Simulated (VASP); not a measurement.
Here is the system:

```xyz
8
Lattice="4.4413 0.0000 0.0000 0.0000 4.4413 0.0000 0.0000 0.0000 4.4413" Properties=species:S:1:pos:R:3 pbc="T T T"
Mg     0.0000     0.0000     0.0000
Mg     2.2206     2.2206     0.0000
Mg     2.2206     0.0000     2.2206
O      2.2206     2.2206     2.2206
O      0.0000     0.0000     2.2206
O      0.0000     2.2206     0.0000
O      2.2206     0.0000     0.0000
Ca     0.0000     2.2206     2.2206
```

The numbers are results of HSE06 screened hybrid, VASP's PBE PAW potentials (set 64) (plane waves; VASP), not measurements. Run with 500 eV cut-off, 4×4×4 Γ-centred mesh, Gaussian smearing of 0.050 eV, potentials Mg O Ca_sv.

Problem. Predict the energy per atom (σ→0), pressure, band gap (over the mesh, the named points and PBE's band edges) with the smallest direct gap where there is one.

Solution. 
The band gap (over the mesh, the named points and PBE's band edges) is 5.04 eV, the smallest direct gap (over the mesh, the named points and PBE's band edges) is 5.04 eV and the energy per atom (σ→0) is -7.035 eV/atom. The pressure is -3.99 GPa.

The structure was generated: CaMg3O4 was put into an ordered model structure (Pm-3m), which need not be its known phase. It was relaxed first, which changed the volume by +6 %.
